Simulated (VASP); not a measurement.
An input for Quantum ESPRESSO's pw.x (written as the equivalent of a VASP run, and not itself run):

```
&CONTROL
  calculation = 'scf'
  pseudo_dir = './pseudo'
  outdir = './out'
  tprnfor = .true.
  tstress = .true.
/
&SYSTEM
  ibrav = 0
  nat = 1
  ntyp = 1
  ecutwfc = 84
  occupations = 'smearing'
  smearing = 'methfessel-paxton'
  degauss = 0.00735
  input_dft = 'revpbe'
/
&ELECTRONS
  conv_thr = 7.3e-09
  electron_maxstep = 100
/
ATOMIC_SPECIES
  Pt 195.084 Pt.upf
CELL_PARAMETERS angstrom
     0.0000000    1.9504784    1.9504784
     1.9504784    0.0000000    1.9504784
     1.9504784    1.9504784    0.0000000
ATOMIC_POSITIONS crystal
  Pt   0.0000000  0.0000000  0.0000000
K_POINTS automatic
  16 16 16 0 0 0
```

Q: Translate this input to VASP (INCAR, KPOINTS, POSCAR, choice of POTCAR).

A: This is not unique; one that fits is 
### INCAR
```
! general
SYSTEM   =  Pt
PREC     =  Accurate
ENCUT    =  520   ! plane-wave cut-off (eV)
LREAL    =  .FALSE.
LASPH    =  .TRUE.

! electronic loop
EDIFF    =  1E-7   ! SCF stop (eV)
NELM     =  100
ALGO     =  Normal
LMAXMIX  =  6

! smearing
ISMEAR   =  1
SIGMA    =  0.1   ! width (eV)

! functional
GGA      =  RE

! ions
ISIF     =  2

! output
LWAVE    =  .FALSE.
LCHARG   =  .FALSE.
```

File KPOINTS:
```
Regular mesh
0
Gamma
 16 16 16
0 0 0
```

### POSCAR
```
Pt
1
    0.0000000000     1.9504783975     1.9504783975
    1.9504783975     0.0000000000     1.9504783975
    1.9504783975     1.9504783975     0.0000000000
Pt
1
Direct
  0.0000000000   0.0000000000   0.0000000000
```

POTCAR, in this order: Pt (PBE.64 set). Program: vasp_std.

What does not carry over: the potentials are each code's own (VASP's PAW set, PseudoDojo norm-conserving files in pw.x), so ENCUT and ecutwfc are chosen apart and not converted; conv_thr bounds pw.x's estimated SCF error, while EDIFF bounds the energy change between steps.

The compound is Pt in the fcc structure. This cell is one point of a volume scan, at 0.94 of the reference volume.
